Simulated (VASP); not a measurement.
Data:

```yaml
crystal:
  lattice:
    - [3.68156, 0.00000, 0.00000]
    - [-1.84078, 3.18833, 0.00000]
    - [0.00000, 0.00000, 6.56555]
  atoms:
    - { symbol: Ca, position: [0.00000, 0.00000, 0.00000] }
    - { symbol: Mn, position: [0.33333, 0.66667, 0.62319] }
    - { symbol: Mn, position: [0.66667, 0.33333, 0.37681] }
    - { symbol: P, position: [0.66667, 0.33333, 0.70928] }
    - { symbol: P, position: [0.33333, 0.66667, 0.29072] }
```

Computed with LDA (Ceperley-Alder, Perdew-Zunger) with spin-orbit coupling, VASP's LDA PAW potentials (set 64) (plane waves; VASP). Run with 400 eV cut-off, 9×9×4 Γ-centred mesh, Gaussian smearing of 0.050 eV, potentials Ca_sv Mn_pv P.

The run has a spin-polarised start.

Task: Give the energies of bands 40 to 53 at the high-symmetry points, in eV from the Fermi level.

Result: 
| band | Γ | M | K | A | L | H |
|---|---|---|---|---|---|---|
| 40 | -1.02 | -1.43 | -1.43 | -0.84 | -1.42 | -1.41 |
| 41 | -0.70 | -1.36 | -1.13 | -0.60 | -1.17 | -1.21 |
| 42 | -0.24 | -0.84 | -1.00 | -0.39 | -1.09 | -1.11 |
| 43 | -0.23 | -0.78 | -0.99 | -0.38 | -0.73 | -1.11 |
| 44 | -0.11 | -0.45 | -0.51 | 0.05 | -0.69 | -0.66 |
| 45 | 0.48 | -0.44 | -0.51 | 0.27 | -0.57 | -0.65 |
| 46 | 0.49 | -0.35 | -0.34 | 0.28 | -0.52 | -0.44 |
| 47 | 2.05 | -0.27 | -0.29 | 1.03 | -0.33 | -0.36 |
| 48 | 2.08 | -0.23 | -0.27 | 1.23 | 0.08 | -0.31 |
| 49 | 2.22 | 0.09 | 0.42 | 2.06 | 0.13 | 0.42 |
| 50 | 2.31 | 0.23 | 0.44 | 2.06 | 0.17 | 0.46 |
| 51 | 2.45 | 0.29 | 0.47 | 2.28 | 0.49 | 1.03 |
| 52 | 2.48 | 0.36 | 0.47 | 2.28 | 0.71 | 1.03 |
| 53 | 3.42 | 0.89 | 1.02 | 3.07 | 1.91 | 1.56 |

It has no gap at this level: it comes out as a metal or semimetal.

The structure comes from a computed database's CaMn2P2 entry (P-3m1); how it stands against other phases isn't given here. It was relaxed first, which changed the volume by -9 %.
